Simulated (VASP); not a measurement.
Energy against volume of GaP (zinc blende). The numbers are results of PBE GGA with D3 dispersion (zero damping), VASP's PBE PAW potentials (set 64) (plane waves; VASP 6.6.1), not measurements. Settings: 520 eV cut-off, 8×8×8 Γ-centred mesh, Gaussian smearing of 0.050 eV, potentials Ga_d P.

```json
[
 {"V (Å³/atom)": "19.237", "E (eV/atom)": "-4.73833"},
 {"V (Å³/atom)": "19.851", "E (eV/atom)": "-4.75404"},
 {"V (Å³/atom)": "20.465", "E (eV/atom)": "-4.75890"},
 {"V (Å³/atom)": "21.079", "E (eV/atom)": "-4.75459"}
]
```

Q: Fit these four points and predict the energy of the run at 21.693 Å³/atom.

A: A cubic in V^(−2/3), the third-order Birch-Murnaghan form, passes through the four points with V0 = 20.47 Å³/atom and B0 = 80 GPa, and gives -4.7425 eV/atom there. The run gave -4.7425 eV/atom, +0.1 meV/atom from the fit; all five points give B0 = 80 GPa.

The compound is GaP in the zinc blende structure. It was relaxed first.
